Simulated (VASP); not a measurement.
Consider the following.

```yaml
crystal:
  lattice:
    - [6.13215, 0.00000, 0.00000]
    - [0.00000, 6.13215, 0.00000]
    - [0.00000, 0.00000, 6.13215]
  atoms:
    - { symbol: Zn, position: [0.00000, 0.00000, 0.00000] }
    - { symbol: Se, position: [0.23604, 0.23604, 0.23604] }
    - { symbol: Se, position: [0.76396, 0.76396, 0.23604] }
    - { symbol: Se, position: [0.76396, 0.23604, 0.76396] }
    - { symbol: Se, position: [0.23604, 0.76396, 0.76396] }
    - { symbol: Hg, position: [0.50000, 0.50000, 0.00000] }
    - { symbol: Hg, position: [0.50000, 0.00000, 0.50000] }
    - { symbol: Hg, position: [0.00000, 0.50000, 0.50000] }
```

Method: PBE GGA, VASP's PBE PAW potentials (set 64) (plane waves; VASP). Settings: 400 eV cut-off, 4×4×4 Γ-centred mesh, Gaussian smearing of 0.050 eV, potentials Zn Se Hg.

Unless said otherwise, spin-orbit coupling is left out, though it shifts the bands of the heavy elements here.

Question: What does the run give for the energy per atom (σ→0), band gap (on the k-mesh) with the smallest direct gap where there is one?

Answer: 
```yaml
band gap (on the k-mesh): none (metal, semimetal or under 0.01 eV)
energy per atom (σ→0): -2.275 eV/atom
```

The structure was generated: Hg3ZnSe4 was put into an ordered model structure (P-43m), which need not be its known phase. It was relaxed first, which changed the volume by +8 %.
